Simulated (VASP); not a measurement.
# Al$_{2}$Au$_{2}$ (ordered alloy cell): computed properties

All values below come from PBEsol GGA, VASP's PBE PAW potentials (set 64) (plane waves; VASP).

For Al2Au2, the space group is R-3m (166), the cell is a = b = 3.046 Å, c = 24.989 Å, α = β = 90.00°, γ = 120.00° and the volume per atom comes out as 16.73 Å^3/atom. The band gap (over mesh and band path) comes out as none (metal, semimetal or under 0.01 eV). The density is 11.11 g/cm³.

```yaml
crystal:
  lattice:
    - [0.00000, 2.15366, 2.15366]
    - [2.15366, 0.00000, 2.15366]
    - [7.68072, 7.68072, 0.93394]
  atoms:
    - { symbol: Au, position: [0.01977, 0.01977, 0.98517] }
    - { symbol: Au, position: [0.98023, 0.98023, 0.26483] }
    - { symbol: Al, position: [0.00699, 0.00699, 0.49475] }
    - { symbol: Al, position: [0.99301, 0.99301, 0.75525] }
```

Unless said otherwise, spin-orbit coupling is left out, though it shifts the bands of the heavy elements here.

The structure was generated: Al2Au2 was put into an ordered model structure (R-3m), which need not be its known phase. It was relaxed first. Symmetry was kept, so distortions that lower it aren't found.
